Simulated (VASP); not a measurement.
Consider the following.

```yaml
crystal:
  lattice:
    - [0.00000, 2.34887, 2.34887]
    - [2.34887, 0.00000, 2.34887]
    - [2.34887, 2.34887, 0.00000]
  atoms:
    - { symbol: Zr, position: [0.00000, 0.00000, 0.00000] }
    - { symbol: C, position: [0.50000, 0.50000, 0.50000] }
```

The numbers are results of MS2 meta-GGA, VASP's PBE PAW potentials (set 64) (plane waves; VASP), not measurements. Run with 520 eV cut-off, 15×15×15 Γ-centred mesh, tetrahedra with Blöchl corrections, potentials Zr_sv C.

Q: Estimate the energy per atom (σ→0), band gap (over mesh and band path) with the smallest direct gap where there is one.

A: 
| Property | Result |
|---|---|
| band gap (over mesh and band path) | none (metal, semimetal or under 0.01 eV) |
| energy per atom (σ→0) | -10.656 eV/atom |

The compound is ZrC in the rock salt structure. It was relaxed first.
